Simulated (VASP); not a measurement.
## Lattice of Calcium, functional by functional

Aim: relax Calcium at several levels of theory and compare the cells. The starting structure is a measured crystal structure from the Crystallography Open Database. The first relaxation on each setting starts from this cell expanded by 3 % in volume.

Calculated with VASP 6.6.1; Kohn-Sham DFT with plane waves and PAW; PBEsol, LDA, PBE, PBEsol + D3(BJ), r2SCAN and r2SCAN + rVV10.

## 1. Starting point

The structure is cubic, space group Fm-3m (No. 225). Conventional cell: a = 5.588 Å, b = 5.588 Å, c = 5.588 Å, α = 90.00°, β = 90.00°, γ = 90.00°. Nearest to Ca lie 12 Ca at 3.95 Å.

## 2. Relaxation with PBEsol

PBEsol restores the gradient expansion of exchange and is tuned for the cells of solids. This run starts from the cell of an earlier relaxation, which isn't shown; the restart sets up the plane waves anew.

The input, INCAR:

```
SYSTEM = Ca
PREC = Accurate
ENCUT = 450
EDIFF = 1E-06
NELM = 100
ISMEAR = 1
SIGMA = 0.15
LREAL = .FALSE.
ALGO = Normal
GGA = PS
NBANDS = 11
LORBIT = 11
LWAVE = .FALSE.
LCHARG = .FALSE.
KPAR = 4
IBRION = 2
NSW = 50
ISIF = 3
EDIFFG = -0.006
```

The input, POSCAR:

```
Ca
1.0
    0.0000000000      2.7269226671      2.7269226671
    2.7269226671      0.0000000000      2.7269226671
    2.7269226671      2.7269226671      0.0000000000
Ca
1
Direct
    0.0000000000      0.0000000000      0.0000000000
```

The input, KPOINTS:

```
Automatic mesh
0
Gamma
14 14 14
0 0 0
```

PAW data sets: Ca_sv (PBE family, release 64).

On the command line:

```console
mpirun -np 4 vasp_std
```

What it wrote:

```text
[banner, memory and clock lines left out]
running    4 mpi-ranks, on    1 nodes
 distrk:  each k-point on    1 cores,    4 groups
 distr:  one band on    1 cores,    1 groups

 POSCAR found type information on POSCAR Ca
 POSCAR found :  1 types and       1 ions
|                                                                             |
|               ----> ADVICE to this user running VASP <----                  |
|                                                                             |
|     You enforced a specific xc type in the INCAR file but a different       |
|     [... a line on the potential file left out ...]
|     I HOPE YOU KNOW WHAT YOU ARE DOING!                                     |
|                                                                             |

 LDA part: xc-table for (Slater+PW92), standard interpolation
 POSCAR, INCAR and KPOINTS ok, starting setup
 FFT: planning ... GRIDC
 FFT: planning ... GRID_SOFT
 FFT: planning ... GRID
 WAVECAR not read
 entering main loop
       N       E                     dE             d eps       ncg     rms          rms(c)
DAV:   1     0.612099371312E+02    0.61210E+02   -0.47037E+03  2288   0.745E+02
DAV:   2    -0.737967602101E+00   -0.61948E+02   -0.61428E+02  2561   0.198E+02
DAV:   3    -0.207988927836E+01   -0.13419E+01   -0.13280E+01  3286   0.288E+01
DAV:   4    -0.214291618095E+01   -0.63027E-01   -0.62850E-01  2972   0.504E+00
DAV:   5    -0.214508615262E+01   -0.21700E-02   -0.21694E-02  3196   0.711E-01    0.226E+00
DAV:   6    -0.213755269678E+01    0.75335E-02   -0.80313E-03  2819   0.103E+00    0.135E+00
DAV:   7    -0.213383143517E+01    0.37213E-02   -0.13646E-02  2485   0.140E+00    0.873E-02
DAV:   8    -0.213368496610E+01    0.14647E-03   -0.10527E-03  2767   0.277E-01    0.198E-02
DAV:   9    -0.213369073316E+01   -0.57671E-05   -0.63168E-05  2937   0.706E-02    0.656E-03
DAV:  10    -0.213369057170E+01    0.16146E-06   -0.57098E-06  3409   0.190E-02
   1 F= -.21336906E+01 E0= -.21332447E+01  d E =-.213369E+01
 curvature:   0.00 expect dE= 0.000E+00 dE for cont linesearch  0.000E+00
 trial: gam= 0.00000 g(F)=  0.753E-62 g(S)=  0.570E-07 ort = 0.000E+00 (trialstep = 0.100E+01)
 search vector abs. value=  0.571E-07
 reached required accuracy - stopping structural energy minimisation
```

It took 6.4 s on 4 MPI ranks of Intel Xeon Platinum 8488C (Sapphire Rapids), shared host; peak memory 0.66 GiB; 22 s of CPU time.

Lines that name or quote the potential files are left out of all logs, and their timing lines are given in words.

Parts of OUTCAR (step 2):

```text
ion  position               nearest neighbor table
   1  0.000  0.000  0.000-

  LATTYP: Found a face centered cubic cell.
 ALAT       =     5.4538453342

 Subroutine GETGRP returns: Found 48 space group operations
 (whereof 48 operations were pure point group operations)

The static configuration has the point symmetry O_h .

 Found    104 irreducible k-points:

   k-points           NKPTS =    104   k-points in BZ     NKDIM =    104   number of bands    NBANDS=     11

   dimension x,y,z NGX =    28 NGY =   28 NGZ =   28
   dimension x,y,z NGXF=    56 NGYF=   56 NGZF=   56

   ENCUT  =  450.0 eV  33.07 Ry    5.75 a.u.   6.67  6.67  6.67*2*pi/ulx,y,z

   NELECT =      10.0000    total number of electrons

 k-points in reciprocal lattice and weights: Automatic mesh
   0.00000000  0.00000000  0.00000000       0.000
   0.07142857  0.00000000  0.00000000       0.003
   0.14285714  0.00000000  0.00000000       0.003
   0.21428571  0.00000000  0.00000000       0.003
   0.28571429  0.00000000  0.00000000       0.003
   0.35714286  0.00000000  0.00000000       0.003
   0.42857143  0.00000000  0.00000000       0.003
   0.50000000  0.00000000  0.00000000       0.001
   0.07142857  0.07142857  0.00000000       0.002
[...]
-0.28571429  0.42857143  0.21428571       0.009
  -0.28571429  0.50000000  0.21428571       0.004

 average (electrostatic) potential at core
       1 -48.5207

 E-fermi :   2.0420

 k-point     1 :       0.0000    0.0000    0.0000
  band No.  band energies     occupation
      1     -39.7033      2.00000
      2     -20.6892      2.00000
      3     -20.6892      2.00000
      4     -20.6892      2.00000
      5      -2.0573      2.00000
      6       4.4254     -0.00000
      7       4.4254     -0.00000
      8       4.4254     -0.00000
      9       5.5563      0.00000
     10       5.5563      0.00000
    ...

 k-point     2 :       0.0714    0.0000    0.0000
  band No.  band energies     occupation
      1     -39.7025      2.00000
      2     -20.6974      2.00000
      3     -20.6903      2.00000
      4     -20.6903      2.00000
      5      -1.9667      2.00000
      6       4.3262     -0.00000
      7       4.4608     -0.00000
      8       4.4608     -0.00000
      9       5.5248      0.00000
     10       5.5248      0.00000
    ...

 k-point     3 :       0.1429    0.0000    0.0000
  band No.  band energies     occupation
      1     -39.7001      2.00000
      2     -20.7204      2.00000
      3     -20.6934      2.00000
      4     -20.6934      2.00000
      5      -1.6999      2.00000
      6       4.0592     -0.00000
      7       4.5416     -0.00000
      8       4.5416     -0.00000
      9       5.4678      0.00000
     10       5.4678      0.00000
    ...

  Total       -0.0006273     -0.0006273     -0.0006273      0.0000000      0.0000000      0.0000000
  in kB       -0.0247830     -0.0247830     -0.0247830      0.0000000      0.0000000      0.0000000
  external PRESSURE =      -0.0247830 kB  Pullay stress =       0.0000000 kB

  energy-cutoff  :      450.00
  volume of cell :       40.56
      direct lattice vectors                 reciprocal lattice vectors
     0.000000000  2.726922667  2.726922667    -0.183356868  0.183356868  0.183356868
     2.726922667  0.000000000  2.726922667     0.183356868 -0.183356868  0.183356868
     2.726922667  2.726922667  0.000000000     0.183356868  0.183356868 -0.183356868

 POSITION                                       TOTAL-FORCE (eV/Angst)
 -----------------------------------------------------------------------------------
      0.00000      0.00000      0.00000         0.000000      0.000000      0.000000
 -----------------------------------------------------------------------------------
    total drift:                               -0.000000     -0.000000     -0.000000

  FREE ENERGIE OF THE ION-ELECTRON SYSTEM (eV)
  ---------------------------------------------------
  free  energy   TOTEN  =        -2.1336905717 eV

  energy  without entropy=       -2.1323529285  energy(sigma->0) =       -2.13324469

 reached required accuracy - stopping structural energy minimisation

 total charge
# of ion       s       p       d       tot
------------------------------------------
    1        2.088   5.830   0.167   8.086

[... 3 further parts left out ...]
```

CONTCAR:

```
Ca
   1.00000000000000
     0.0000000000000000    2.7269226671000002    2.7269226671000002
     2.7269226671000002    0.0000000000000000    2.7269226671000002
     2.7269226671000002    2.7269226671000002    0.0000000000000000
  Ca
     1
Direct
     0.0000000000000000    0.0000000000000000    0.0000000000000000
```

The PAW data sets were made with PBE, which is usual practice but a small mismatch for other functionals. The run keeps the 48 symmetry operations of its start, so it cannot find a distortion of lower symmetry.

With PBEsol the relaxed cell holds 40.555 Å³ an atom, -7.05 % against the measured cell, with a = 5.454 Å.

## 3. Relaxation with LDA

LDA, the lowest rung, knows the local density alone. This run starts from the cell of an earlier relaxation, which isn't shown; the restart sets up the plane waves anew.

Changes to INCAR since step 2:

```diff
@@ -9,3 +9,3 @@
 ALGO = Normal
-GGA = PS
+GGA = CA
 NBANDS = 11
```

The input, POSCAR:

```
Ca
1.0
    0.0000000000      2.6676045549      2.6676045549
    2.6676045549      0.0000000000      2.6676045549
    2.6676045549      2.6676045549      0.0000000000
Ca
1
Direct
    0.0000000000      0.0000000000      0.0000000000
```

KPOINTS is that of step 2.

The projector-augmented-wave data sets are Ca_sv (LDA family, release 64).

On the command line:

```console
mpirun -np 4 vasp_std
```

What it wrote:

```text
[banner, memory and clock lines left out]
running    4 mpi-ranks, on    1 nodes
[...]
LDA part: xc-table for (Slater(with rela. corr.)+CA(PZ))
 , standard interpolation
 POSCAR, INCAR and KPOINTS ok, starting setup
[...]
entering main loop
       N       E                     dE             d eps       ncg     rms          rms(c)
DAV:   1     0.611141537352E+02    0.61114E+02   -0.47213E+03  2288   0.749E+02
DAV:   2    -0.838486451534E+00   -0.61953E+02   -0.61354E+02  2507   0.199E+02
DAV:   3    -0.216773323147E+01   -0.13292E+01   -0.13146E+01  3211   0.288E+01
DAV:   4    -0.222664900865E+01   -0.58916E-01   -0.58760E-01  2912   0.501E+00
[...]
DAV:   8    -0.220592264578E+01    0.47660E-03   -0.21082E-03  2710   0.431E-01    0.218E-02
DAV:   9    -0.220592259500E+01    0.50780E-07   -0.66073E-05  2770   0.753E-02    0.943E-03
DAV:  10    -0.220592301884E+01   -0.42384E-06   -0.59109E-06  3459   0.149E-02
   1 F= -.22059230E+01 E0= -.22055562E+01  d E =-.220592E+01
[...]
reached required accuracy - stopping structural energy minimisation
```

Wall time 5.4 s (4 MPI ranks); peak memory 0.6 GiB.

Parts of OUTCAR (step 3):

```text
  Total       -0.0023086     -0.0023086     -0.0023086      0.0000000      0.0000000     -0.0000000
  in kB       -0.0974236     -0.0974236     -0.0974236      0.0000000      0.0000000     -0.0000000
  external PRESSURE =      -0.0974236 kB  Pullay stress =       0.0000000 kB

  FREE ENERGIE OF THE ION-ELECTRON SYSTEM (eV)
  ---------------------------------------------------
  free  energy   TOTEN  =        -2.2059230188 eV

  energy  without entropy=       -2.2048225077  energy(sigma->0) =       -2.20555618

[... 3 parts as in an earlier step ...]

[... 2 further parts left out ...]
[key lines of the parts left out:]
E-fermi :   2.2267
```

With LDA the relaxed cell holds 37.966 Å³ an atom, -12.99 % against the measured cell, with a = 5.335 Å. That is -6.38 % from PBEsol.

## 4. Relaxation with PBE

PBE, the usual starting point, adds the gradient of the density. This run starts from the cell of an earlier relaxation, which isn't shown; the restart sets up the plane waves anew.

Changes to INCAR since step 3:

```diff
@@ -9,3 +9,3 @@
 ALGO = Normal
-GGA = CA
+GGA = PE
 NBANDS = 11
```

The input, POSCAR:

```
Ca
1.0
    0.0000000000      2.7624597831      2.7624597831
    2.7624597831      0.0000000000      2.7624597831
    2.7624597831      2.7624597831      0.0000000000
Ca
1
Direct
    0.0000000000      0.0000000000      0.0000000000
```

KPOINTS is that of step 3.

Potentials, in the order of the species: Ca_sv (PBE family, release 64).

On the command line:

```console
mpirun -np 4 vasp_std
```

What it wrote:

```text
[banner, memory and clock lines left out]
running    4 mpi-ranks, on    1 nodes
[...]
LDA part: xc-table for (Slater+PW92), standard interpolation
 POSCAR, INCAR and KPOINTS ok, starting setup
[...]
entering main loop
       N       E                     dE             d eps       ncg     rms          rms(c)
DAV:   1     0.600495593286E+02    0.60050E+02   -0.46924E+03  2288   0.740E+02
DAV:   2    -0.554909771850E+00   -0.60604E+02   -0.60050E+02  2561   0.196E+02
DAV:   3    -0.187091757814E+01   -0.13160E+01   -0.13028E+01  3287   0.286E+01
DAV:   4    -0.193862528337E+01   -0.67708E-01   -0.67499E-01  2923   0.519E+00
[...]
DAV:   8    -0.192999763009E+01    0.41727E-03   -0.18945E-03  2726   0.410E-01    0.226E-02
DAV:   9    -0.193001156715E+01   -0.13937E-04   -0.91348E-05  3028   0.785E-02    0.768E-03
DAV:  10    -0.193001162035E+01   -0.53203E-07   -0.64333E-06  3370   0.194E-02
   1 F= -.19300116E+01 E0= -.19296101E+01  d E =-.193001E+01
[...]
reached required accuracy - stopping structural energy minimisation
```

Run time: 5.8 s. Hardware: 4 MPI ranks; peak memory 0.66 GiB.

Parts of OUTCAR (step 4):

```text
  Total        0.0023086      0.0023086      0.0023086      0.0000000     -0.0000000      0.0000000
  in kB        0.0877277      0.0877277      0.0877277      0.0000000     -0.0000000      0.0000000
  external PRESSURE =       0.0877277 kB  Pullay stress =       0.0000000 kB

 POSITION                                       TOTAL-FORCE (eV/Angst)
 -----------------------------------------------------------------------------------
      0.00000      0.00000      0.00000         0.000000     -0.000000      0.000000
 -----------------------------------------------------------------------------------
    total drift:                               -0.000000     -0.000000     -0.000000

  FREE ENERGIE OF THE ION-ELECTRON SYSTEM (eV)
  ---------------------------------------------------
  free  energy   TOTEN  =        -1.9300116204 eV

  energy  without entropy=       -1.9288071011  energy(sigma->0) =       -1.92961011

[... 2 parts as in an earlier step ...]

[... 2 further parts left out ...]
[key lines of the parts left out:]
E-fermi :   1.9569
```

With PBE the relaxed cell holds 42.162 Å³ an atom, -3.37 % against the measured cell, with a = 5.525 Å. That is +3.96 % from PBEsol.

## 5. Relaxation with PBEsol + D3(BJ)

D3 with Becke-Johnson damping keeps a finite attraction at short range. This run starts from the cell of an earlier relaxation, which isn't shown; the restart sets up the plane waves anew.

Changes to INCAR since step 4:

```diff
@@ -9,3 +9,4 @@
 ALGO = Normal
-GGA = PE
+GGA = PS
+IVDW = 12
 NBANDS = 11
```

The input, POSCAR:

```
Ca
1.0
    0.0000000000      2.6734684485      2.6734684485
    2.6734684485      0.0000000000      2.6734684485
    2.6734684485      2.6734684485      0.0000000000
Ca
1
Direct
    0.0000000000      0.0000000000      0.0000000000
```

KPOINTS is that of step 4.

On the command line:

```console
mpirun -np 4 vasp_std
```

What it wrote:

```text
[banner, memory and clock lines left out]
running    4 mpi-ranks, on    1 nodes
[...]
[... a notice as in an earlier step ...]

 LDA part: xc-table for (Slater+PW92), standard interpolation
 POSCAR, INCAR and KPOINTS ok, starting setup
[...]
entering main loop
       N       E                     dE             d eps       ncg     rms          rms(c)
DAV:   1     0.628734988272E+02    0.62873E+02   -0.47220E+03  2288   0.746E+02
DAV:   2    -0.774447122879E+00   -0.63648E+02   -0.62999E+02  2543   0.202E+02
DAV:   3    -0.208456743858E+01   -0.13101E+01   -0.12979E+01  3371   0.288E+01
DAV:   4    -0.213884806229E+01   -0.54281E-01   -0.54168E-01  2899   0.481E+00
[...]
DAV:   8    -0.212483401438E+01    0.15235E-03   -0.10236E-03  2745   0.279E-01    0.186E-02
DAV:   9    -0.212483739098E+01   -0.33766E-05   -0.58670E-05  3014   0.661E-02    0.376E-03
DAV:  10    -0.212483746585E+01   -0.74864E-07   -0.40173E-06  3269   0.166E-02
   1 F= -.23899948E+01 E0= -.23895303E+01  d E =-.238999E+01
[...]
reached required accuracy - stopping structural energy minimisation
```

Wall time 5.6 s (4 MPI ranks); peak memory 0.7 GiB.

OUTCAR, selected parts (step 5):

```text
 Edisp (eV)   -0.26516

  Total      -0.00170    -0.00170    -0.00170    -0.00000     0.00000     0.00000
  in kB      -0.07110    -0.07110    -0.07110    -0.00000     0.00000     0.00000
  external pressure =       -0.07 kB  Pullay stress =        0.00 kB

  FREE ENERGIE OF THE ION-ELECTRON SYSTEM (eV)
  ---------------------------------------------------
  free  energy   TOTEN  =        -2.3899947986 eV

  energy  without entropy=       -2.3886013089  energy(sigma->0) =       -2.38953030

[... 3 parts as in an earlier step ...]

[... 2 further parts left out ...]
[key lines of the parts left out:]
E-fermi :   2.2919
```

With PBEsol + D3(BJ) the relaxed cell holds 38.217 Å³ an atom, -12.41 % against the measured cell, with a = 5.347 Å. That is -5.77 % from PBEsol.

## 6. Relaxation with r2SCAN

r2SCAN adds the kinetic-energy density, costs more than a GGA and is run with LASPH. This run starts from the cell of an earlier relaxation, which isn't shown; the restart sets up the plane waves anew.

Changes to INCAR since step 5:

```diff
@@ -9,4 +9,4 @@
 ALGO = Normal
-GGA = PS
-IVDW = 12
+METAGGA = R2SCAN
+LASPH = .TRUE.
 NBANDS = 11
```

The input, POSCAR:

```
Ca
1.0
    0.0000000000      2.7869325012      2.7869325012
    2.7869325012      0.0000000000      2.7869325012
    2.7869325012      2.7869325012      0.0000000000
Ca
1
Direct
    0.0000000000      0.0000000000      0.0000000000
```

KPOINTS is that of step 5.

On the command line:

```console
mpirun -np 4 vasp_std
```

What it wrote:

```text
[banner, memory and clock lines left out]
running    4 mpi-ranks, on    1 nodes
[...]
[... a notice as in an earlier step ...]

 LDA part: xc-table for (None), standard interpolation
 POSCAR, INCAR and KPOINTS ok, starting setup
[...]
entering main loop
       N       E                     dE             d eps       ncg     rms          rms(c)
DAV:   1     0.566636656468E+02    0.56664E+02   -0.47917E+03  2288   0.763E+02
DAV:   2    -0.753232358412E+01   -0.64196E+02   -0.63649E+02  2519   0.205E+02
DAV:   3    -0.913633903683E+01   -0.16040E+01   -0.15707E+01  3527   0.310E+01
DAV:   4    -0.920040871264E+01   -0.64070E-01   -0.63540E-01  2966   0.478E+00
[...]
DAV:  14    -0.703073862767E+01   -0.23506E-05   -0.90792E-06  3566   0.165E-02    0.298E-03
DAV:  15    -0.703073705441E+01    0.15733E-05   -0.57132E-07  2093   0.549E-03    0.274E-03
DAV:  16    -0.703073794440E+01   -0.88999E-06   -0.15960E-07  1261   0.342E-03
   1 F= -.70307379E+01 E0= -.70304738E+01  d E =-.703074E+01
[...]
reached required accuracy - stopping structural energy minimisation
```

It took 34 s on 4 MPI ranks; peak memory 0.7 GiB.

(Continued in part 2 of 2.)

[Lines on the potential files, build, host, timing and source positions are cut from VASP's logs without a mark.]

[Logs are printed without paths, hosts, clocks, repeated set-up lines and the standing remarks that a program may print on its own settings, such as how far it seeks lower states.]

[Hosts, paths, dates, database ids (printed as entryN), source tags and the programs' standing remarks are cut or masked in the printed files.]
